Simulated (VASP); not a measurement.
Here is the system:

```
CELL_PARAMETERS angstrom
      4.34309     0.00000     0.00000
     -2.17154     3.76122     0.00000
      0.00000     0.00000     5.27800
ATOMIC_POSITIONS crystal
  Sb 0.33334 0.00000 0.83333
  Sb 0.00000 0.33334 0.16667
  Sb 0.66666 0.66666 0.50000
```

Level of theory: PBEsol GGA, VASP's PBE PAW potentials (set 64) (plane waves; VASP). Settings: 400 eV cut-off, Gaussian smearing of 0.050 eV, potentials Sb.

Without a dispersion term in the relaxation, distances and binding between the weakly bound layers, chains or molecules are unreliable, and so is what depends on them.

Q: Give the energies of bands 3 to 10 at the high-symmetry points, in eV from the Fermi level.

A: 
| band | Γ | M | K | A | L | H |
|---|---|---|---|---|---|---|
| 3 | -7.89 | -7.38 | -9.54 | -4.31 | -9.11 | -9.27 |
| 4 | -1.34 | -3.72 | -2.65 | -1.70 | -5.85 | -5.06 |
| 5 | -1.34 | -3.66 | -2.65 | -1.70 | -2.30 | -5.06 |
| 6 | -1.34 | -3.07 | -2.65 | -1.61 | -2.30 | -5.06 |
| 7 | -1.34 | -3.07 | -2.17 | 0.59 | -1.80 | 2.37 |
| 8 | -0.30 | 1.64 | -2.17 | 0.59 | -1.80 | 2.37 |
| 9 | -0.30 | 1.64 | -2.17 | 0.59 | 3.07 | 2.37 |
| 10 | 3.35 | 1.99 | 5.10 | 0.59 | 3.07 | 3.17 |

It has no gap at this level: it comes out as a metal or semimetal.

The structure was generated: Sb was put into the trigonal-Se type (P3_121), which need not be its known phase. It was relaxed first, which changed the volume by -34 %. The relaxed cell has space group R-3m.
